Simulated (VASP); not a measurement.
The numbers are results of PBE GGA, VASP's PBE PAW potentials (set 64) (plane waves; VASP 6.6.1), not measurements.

VASP input:

**INCAR**
```
ALGO = Normal
EDIFF = 1E-04
ENCUT = 150
GGA = PE
ISIF = 2
ISMEAR = -1
LASPH = T
LCHARG = F
LMAXMIX = 4
LREAL = F
LWAVE = F
NELM = 100
PREC = Accurate
SIGMA = 0.272
SYSTEM = SiNi3
```

**KPOINTS**
```
K-points
0
G
  8 8 8
0 0 0
```

File POSCAR:
```
SiNi3
1
    3.5278190000     0.0000000000     0.0000000000
    0.0000000000     3.5278190000     0.0000000000
    0.0000000000     0.0000000000     3.5278190000
Si Ni
1 3
Direct
  0.0000000000   0.0000000000   0.0000000000
  0.0000000000   0.5000000000   0.5000000000
  0.5000000000   0.0000000000   0.5000000000
  0.5000000000   0.5000000000   0.0000000000
```

POTCAR, in this order: Si Ni (PBE.64 set). Program: vasp_std.

The resulting files:

### OUTCAR
```
 ion  position               nearest neighbor table
   1  0.000  0.000  0.000-   2 2.49   3 2.49   4 2.49   2 2.49   3 2.49   2 2.49   4 2.49   2 2.49
                             3 2.49   4 2.49   3 2.49   4 2.49
   2  0.000  0.500  0.500-   1 2.49   3 2.49   4 2.49   1 2.49   4 2.49   1 2.49   3 2.49   1 2.49
                             3 2.49   4 2.49   4 2.49   3 2.49
   3  0.500  0.000  0.500-   1 2.49   2 2.49   4 2.49   1 2.49   4 2.49   2 2.49   4 2.49   4 2.49
                             1 2.49   2 2.49   1 2.49   2 2.49
   4  0.500  0.500  0.000-   1 2.49   2 2.49   3 2.49   2 2.49   3 2.49   1 2.49   3 2.49   3 2.49
                             1 2.49   2 2.49   2 2.49   1 2.49
  LATTYP: Found a simple cubic cell.
 ALAT       =     3.5278190000
 Subroutine PRICEL returns:
 Original cell was already a primitive cell.
 Subroutine GETGRP returns: Found 48 space group operations
The static configuration has the point symmetry O_h .
The dynamic configuration has the point symmetry O_h .
 Subroutine INISYM returns: Found 48 space group operations
 Subroutine IBZKPT returns following result:
 Found     35 irreducible k-points:

 Following reciprocal coordinates:
            Coordinates               Weight
  0.000000  0.000000  0.000000      1.000000
  0.125000  0.000000  0.000000      6.000000
  0.250000  0.000000  0.000000      6.000000
  0.375000  0.000000  0.000000      6.000000
  0.500000  0.000000  0.000000      3.000000
  0.125000  0.125000  0.000000     12.000000
  0.250000  0.125000  0.000000     24.000000
  0.375000  0.125000  0.000000     24.000000
  0.500000  0.125000  0.000000     12.000000
  0.250000  0.250000  0.000000     12.000000
  0.375000  0.250000  0.000000     24.000000
  0.500000  0.250000  0.000000     12.000000
  0.375000  0.375000  0.000000     12.000000
  0.500000  0.375000  0.000000     12.000000
  0.500000  0.500000  0.000000      3.000000
  0.125000  0.125000  0.125000      8.000000
  0.250000  0.125000  0.125000     24.000000
  0.375000  0.125000  0.125000     24.000000
  0.500000  0.125000  0.125000     12.000000
  0.250000  0.250000  0.125000     24.000000
  0.375000  0.250000  0.125000     48.000000
  0.500000  0.250000  0.125000     24.000000
  0.375000  0.375000  0.125000     24.000000
  0.500000  0.375000  0.125000     24.000000
  0.500000  0.500000  0.125000      6.000000
  0.250000  0.250000  0.250000      8.000000
  0.375000  0.250000  0.250000     24.000000
  0.500000  0.250000  0.250000     12.000000
  0.375000  0.375000  0.250000     24.000000
  0.500000  0.375000  0.250000     24.000000
  0.500000  0.500000  0.250000      6.000000
  0.375000  0.375000  0.375000      8.000000
  0.500000  0.375000  0.375000     12.000000
  0.500000  0.500000  0.375000      6.000000
  0.500000  0.500000  0.500000      1.000000
   k-points           NKPTS =     35   k-points in BZ     NKDIM =     35   number of bands    NBANDS=     21
   number of dos      NEDOS =    301   number of ions     NIONS =      4
   total plane-waves  NPLWV =   2744
   dimension x,y,z NGX =    14 NGY =   14 NGZ =   14
   dimension x,y,z NGXF=    28 NGYF=   28 NGZF=   28
   ions per type =               1   3
   PREC   = accura    normal or accurate (medium, high low for compatibility)
   ISTART =      0    job   : 0-new  1-cont  2-samecut
   ICHARG =      2    charge: 1-file 2-atom 10-const
   ISPIN  =      1    spin polarized calculation?
   LNONCOLLINEAR =      F non collinear calculations
   LSORBIT =      F    spin-orbit coupling
   INIWAV =      1    electr: 0-lowe 1-rand  2-diag
   ENCUT  =  150.0 eV  11.02 Ry    3.32 a.u.   3.52  3.52  3.52*2*pi/ulx,y,z
   NELM   =    100;   NELMIN=  2; NELMDL= -5     # of ELM steps
   EDIFF  = 0.1E-03   stopping-criterion for ELM
   LREAL  =      F    real-space projection
   NLSPLINE    = F    spline interpolate recip. space projectors
...
```

File OSZICAR:
```
       N       E                     dE             d eps       ncg     rms          rms(c)
DAV:   1     0.648693620195E+02    0.64869E+02   -0.73159E+03  1496   0.623E+02
DAV:   2    -0.201528007848E+02   -0.85022E+02   -0.79949E+02  1555   0.160E+02
DAV:   3    -0.224016046431E+02   -0.22488E+01   -0.21896E+01  1696   0.274E+01
DAV:   4    -0.224197323162E+02   -0.18128E-01   -0.18122E-01  1570   0.221E+00
DAV:   5    -0.224198833409E+02   -0.15102E-03   -0.15102E-03  1628   0.180E-01    0.433E+01
DAV:   6    -0.122954460285E+02    0.10124E+02   -0.17488E+02  1515   0.118E+02    0.192E+01
DAV:   7    -0.647530739511E+01    0.58201E+01   -0.20907E+01  1525   0.408E+01    0.665E+00
DAV:   8    -0.639121310664E+01    0.84094E-01   -0.15804E+00  1515   0.618E+00    0.110E+00
DAV:   9    -0.637938679488E+01    0.11826E-01   -0.47281E-02  1523   0.157E+00    0.679E-01
DAV:  10    -0.638122770441E+01   -0.18409E-02   -0.54107E-03  1545   0.572E-01    0.124E-01
DAV:  11    -0.638132126587E+01   -0.93561E-04   -0.79372E-05   904   0.705E-02
   1 F= -.63813213E+01 E0= -.61041851E+01  d E =-.554272E+00
```

**OUTCAR**
```
------------------------ aborting loop because EDIFF is reached ----------------------------------------
  FORCE on cell =-STRESS in cart. coord.  units (eV):
  Direction    XX          YY          ZZ          XY          YZ          ZX
  --------------------------------------------------------------------------------------
  Total     -146.4601136   -146.4601136   -146.4601136      0.0000000      0.0000000     -0.0000000
  in kB    -5344.5490137  -5344.5490137  -5344.5490137      0.0000000      0.0000000     -0.0000000
  external PRESSURE =   -5344.5490137 kB  Pullay stress =       0.0000000 kB
  volume of cell :       43.91
      direct lattice vectors                 reciprocal lattice vectors
     3.527819000  0.000000000  0.000000000     0.283461255  0.000000000  0.000000000
     0.000000000  3.527819000  0.000000000     0.000000000  0.283461255  0.000000000
     0.000000000  0.000000000  3.527819000     0.000000000  0.000000000  0.283461255
 POSITION                                       TOTAL-FORCE (eV/Angst)
 -----------------------------------------------------------------------------------
      0.00000      0.00000      0.00000         0.000000      0.000000      0.000000
      0.00000      1.76391      1.76391         0.000000      0.000000      0.000000
      1.76391      0.00000      1.76391         0.000000      0.000000      0.000000
      1.76391      1.76391      0.00000         0.000000      0.000000      0.000000
 -----------------------------------------------------------------------------------
    total drift:                                0.000000      0.000000      0.000000
  FREE ENERGIE OF THE ION-ELECTRON SYSTEM (eV)
  ---------------------------------------------------
  free  energy   TOTEN  =        -6.3813212659 eV

  energy  without entropy=       -5.8270489602  energy(sigma->0) =       -6.10418511
```
(Selected blocks of OUTCAR.)

At this cut-off the stress carries a Pulay error, which pulls relaxed volumes low.

The structure comes from a computed database's SiNi3 entry; how it stands against other phases isn't given here. The cell was not relaxed at this level. The run is one of a series of settings (EDIFF = 1E-04, ENCUT = 150, ISMEAR = -1, SIGMA = 0.272 against the base run), some of them coarse on purpose. The run is not spin-polarised, so no magnetic state was tried.
